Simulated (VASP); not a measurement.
Given:

```
AlFe
1.0
    2.83983     0.00000     0.00000
    0.00000     2.83983     0.00000
    0.00000     0.00000     2.83983
Al Fe
1 1
Direct
  0.50000   0.50000   0.50000
  0.00000   0.00000   0.00000
```

These are PBEsol GGA, VASP's PBE PAW potentials (set 64) (plane waves; VASP) values and carry that method's errors. Settings: 530 eV cut-off, 12×12×12 Γ-centred mesh, first-order Methfessel-Paxton smearing of 0.10 eV, potentials Al Fe.

Finite-difference elastic constants of metals are sensitive to mesh and smearing; shear constants can be off by tens of GPa.

**Question.** Give the elastic stiffness tensor with the ions relaxed (GPa, in the frame of the cell).

**Answer.** 
```tsv
	xx	yy	zz	yz	xz	xy
xx	296	145	145	0.0	0.0	0.0
yy	145	296	145	0.0	0.0	0.0
zz	145	145	296	0.0	0.0	0.0
yz	0.0	0.0	0.0	158	0.0	0.0
xz	0.0	0.0	0.0	0.0	158	0.0
xy	0.0	0.0	0.0	0.0	0.0	158
```

**Question.** Estimate the Hill bulk modulus, Hill shear modulus, Young's modulus, Poisson's ratio.

**Answer.** 
The Hill bulk modulus comes out as 1950 kbar and the Hill shear modulus is 118 GPa. The Young's modulus comes out as 294 GPa. The Poisson's ratio is 0.249.

The compound is FeAl in the CsCl type structure. It was relaxed first, which changed the volume by -7 %. The run is not spin-polarised, so no magnetic state was tried. The electron count is odd and the run is not spin-polarised, which forces a metal.
